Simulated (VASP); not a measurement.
Method: revTPSS meta-GGA, VASP's PBE PAW potentials (set 64) (plane waves; VASP).

VASP input:

**KPOINTS**
```
Automatic mesh
0
gamma
  10 10 10
```

INCAR:
```
ALGO  =  Normal
EDIFF  =  1E-6
EDIFFG  =  -0.01
ENCUT  =  520
IBRION  =  2
ISIF  =  3
ISMEAR  =  0
LASPH  =  .TRUE.
LCHARG  =  .FALSE.
LMIXTAU  =  .TRUE.
LREAL  =  .FALSE.
LWAVE  =  .FALSE.
METAGGA  =  RTPSS
NELM  =  100
NSW  =  60
PREC  =  Accurate
SIGMA  =  0.05
SYSTEM  =  LiF
```

POSCAR:
```
LiF
1
    0.0000000000     2.0150000000     2.0150000000
    2.0150000000     0.0000000000     2.0150000000
    2.0150000000     2.0150000000     0.0000000000
Li F
1 1
Direct
  0.0000000000   0.0000000000   0.0000000000
  0.5000000000   0.5000000000   0.5000000000
```

POTCAR, in this order: Li_sv F (PBE.64 set). Program: vasp_std.

The run wrote:

### OSZICAR
```
       N       E                     dE             d eps       ncg     rms          rms(c)
DAV:   1     0.392883065237E+03    0.39288E+03   -0.37788E+06   846   0.738E+06
DAV:   2     0.190804896111E+03   -0.20208E+03   -0.18232E+03  1252   0.745E+03
DAV:   3     0.637269995477E+02   -0.12708E+03   -0.11407E+03  1545   0.171E+03
DAV:   4     0.264217515374E+02   -0.37305E+02   -0.31960E+02  1259   0.145E+03
DAV:   5    -0.120650221766E+02   -0.38487E+02   -0.52694E+02  1481   0.963E+02    0.105E+01
DAV:   6    -0.126755615726E+02   -0.61054E+00   -0.24731E+02   939   0.184E+02    0.112E+01
DAV:   7    -0.126598585256E+02    0.15703E-01   -0.12688E+01  1162   0.449E+01    0.764E+00
DAV:   8    -0.119527330214E+02    0.70713E+00   -0.38253E+00  1135   0.184E+01    0.218E+00
DAV:   9    -0.125679527425E+02   -0.61522E+00   -0.56978E+00   963   0.178E+01    0.342E+00
DAV:  10    -0.120200039976E+02    0.54795E+00   -0.58983E+00   934   0.215E+01    0.928E-01
DAV:  11    -0.119750905878E+02    0.44913E-01   -0.20892E-01   944   0.620E+00    0.859E-01
DAV:  12    -0.119547980344E+02    0.20293E-01   -0.12066E-01  1082   0.295E+00    0.256E-01
DAV:  13    -0.119868963769E+02   -0.32098E-01   -0.28968E-02   950   0.233E+00    0.363E-01
DAV:  14    -0.119739894164E+02    0.12907E-01   -0.14591E-02   876   0.138E+00    0.173E-01
DAV:  15    -0.119845503882E+02   -0.10561E-01   -0.80144E-03   916   0.154E+00    0.150E-01
DAV:  16    -0.119824723901E+02    0.20780E-02   -0.54115E-04   927   0.363E-01    0.148E-01
DAV:  17    -0.119825912349E+02   -0.11884E-03   -0.22068E-05  1081   0.552E-02    0.145E-01
DAV:  18    -0.119865893706E+02   -0.39981E-02   -0.30432E-03   965   0.860E-01    0.138E-01
DAV:  19    -0.119878285820E+02   -0.12392E-02   -0.19918E-03   883   0.748E-01    0.445E-02
DAV:  20    -0.119874176639E+02    0.41092E-03   -0.43186E-04   849   0.385E-01    0.173E-02
DAV:  21    -0.119876105714E+02   -0.19291E-03   -0.86778E-05   865   0.124E-01    0.177E-02
DAV:  22    -0.119877439187E+02   -0.13335E-03   -0.14208E-04   875   0.213E-01    0.540E-03
DAV:  23    -0.119877240077E+02    0.19911E-04   -0.10210E-05   849   0.404E-02    0.428E-03
DAV:  24    -0.119877222109E+02    0.17968E-05   -0.85605E-06   970   0.434E-02    0.279E-03
DAV:  25    -0.119877227990E+02   -0.58814E-06   -0.52078E-07   906   0.105E-02
   1 F= -.11987723E+02 E0= -.11987723E+02  d E =-.119877E+02
       N       E                     dE             d eps       ncg     rms          rms(c)
DAV:   1    -0.120174390562E+02   -0.29717E-01   -0.57911E-01   847   0.784E+00    0.140E+00
DAV:   2    -0.119869748979E+02    0.30464E-01   -0.17398E-01   846   0.347E+00    0.240E-01
DAV:   3    -0.119911913511E+02   -0.42165E-02   -0.46921E-03  1139   0.920E-01    0.158E-01
DAV:   4    -0.119859700796E+02    0.52213E-02   -0.10206E-02   848   0.166E+00    0.761E-02
DAV:   5    -0.119909383361E+02   -0.49683E-02   -0.12612E-02   848   0.158E+00    0.767E-02
DAV:   6    -0.119909346524E+02    0.36836E-05   -0.13953E-03   846   0.452E-01    0.625E-03
DAV:   7    -0.119909426562E+02   -0.80038E-05   -0.29636E-05   908   0.782E-02    0.239E-03
DAV:   8    -0.119909387379E+02    0.39183E-05   -0.26863E-05   850   0.656E-02    0.299E-03
DAV:   9    -0.119909394167E+02   -0.67881E-06   -0.29395E-06   876   0.259E-02
   2 F= -.11990939E+02 E0= -.11990939E+02  d E =-.321662E-02
       N       E                     dE             d eps       ncg     rms          rms(c)
DAV:   1    -0.120022503452E+02   -0.11312E-01   -0.23449E-01   848   0.502E+00    0.886E-01
DAV:   2    -0.119901509485E+02    0.12099E-01   -0.68929E-02   851   0.221E+00    0.153E-01
DAV:   3    -0.119917892974E+02   -0.16383E-02   -0.17873E-03  1091   0.569E-01    0.993E-02
DAV:   4    -0.119897580933E+02    0.20312E-02   -0.39360E-03   848   0.103E+00    0.475E-02
DAV:   5    -0.119916921696E+02   -0.19341E-02   -0.43062E-03   847   0.929E-01    0.429E-02
DAV:   6    -0.119917235945E+02   -0.31425E-04   -0.43950E-04   848   0.247E-01    0.517E-03
DAV:   7    -0.119917313579E+02   -0.77634E-05   -0.99609E-06   910   0.449E-02    0.207E-03
DAV:   8    -0.119917277331E+02    0.36249E-05   -0.11215E-05   859   0.420E-02    0.170E-03
DAV:   9    -0.119917290047E+02   -0.12716E-05   -0.58303E-07   900   0.126E-02    0.662E-04
DAV:  10    -0.119917289690E+02    0.35705E-07   -0.24394E-07   854   0.718E-03
   3 F= -.11991729E+02 E0= -.11991729E+02  d E =-.400617E-02
       N       E                     dE             d eps       ncg     rms          rms(c)
DAV:   1    -0.119926252433E+02   -0.89624E-03   -0.19310E-02   848   0.144E+00    0.254E-01
DAV:   2    -0.119916266423E+02    0.99860E-03   -0.56105E-03   849   0.632E-01    0.437E-02
DAV:   3    -0.119917749320E+02   -0.14829E-03   -0.13935E-04  1055   0.159E-01    0.281E-02
DAV:   4    -0.119916051438E+02    0.16979E-03   -0.29250E-04   848   0.279E-01    0.134E-02
DAV:   5    -0.119917766079E+02   -0.17146E-03   -0.29316E-04   847   0.241E-01    0.108E-02
DAV:   6    -0.119917689262E+02    0.76817E-05   -0.29865E-05   867   0.637E-02    0.138E-03
DAV:   7    -0.119917712582E+02   -0.23320E-05   -0.67946E-07   903   0.118E-02    0.549E-04
DAV:   8    -0.119917703398E+02    0.91840E-06   -0.81889E-07   867   0.116E-02
   4 F= -.11991770E+02 E0= -.11991770E+02  d E =-.404754E-02
```

OUTCAR:
```
------------------------ aborting loop because EDIFF is reached ----------------------------------------
  FORCE on cell =-STRESS in cart. coord.  units (eV):
  Direction    XX          YY          ZZ          XY          YZ          ZX
  --------------------------------------------------------------------------------------
  Total        0.0008306      0.0008306      0.0008306      0.0000000     -0.0000000      0.0000000
  in kB        0.0840040      0.0840040      0.0840040      0.0000000     -0.0000000      0.0000000
  external PRESSURE =       0.0840040 kB  Pullay stress =       0.0000000 kB
  volume of cell :       15.84
      direct lattice vectors                 reciprocal lattice vectors
     0.000000000  1.993416067  1.993416067    -0.250825710  0.250825710  0.250825710
     1.993416067  0.000000000  1.993416067     0.250825710 -0.250825710  0.250825710
     1.993416067  1.993416067  0.000000000     0.250825710  0.250825710 -0.250825710
  FREE ENERGIE OF THE ION-ELECTRON SYSTEM (eV)
  ---------------------------------------------------
  free  energy   TOTEN  =       -11.9917703398 eV

  energy  without entropy=      -11.9917703398  energy(sigma->0) =      -11.99177034

 reached required accuracy - stopping structural energy minimisation
```
(Selected blocks of OUTCAR.)

**CONTCAR**
```
LiF
   1.00000000000000
     0.0000000000000000    1.9934160674520471    1.9934160674520471
     1.9934160674520471    0.0000000000000000    1.9934160674520471
     1.9934160674520471    1.9934160674520471    0.0000000000000000
  Li              F
     1     1
Direct
     0.0000000000000000    0.0000000000000000    0.0000000000000000
     0.5000000000000000    0.5000000000000000    0.5000000000000000
```

Energy and stress use the plane-wave basis of the starting cell.

The compound is LiF in the rock salt structure. This run relaxes it. Symmetry was kept, so distortions that lower it aren't found.
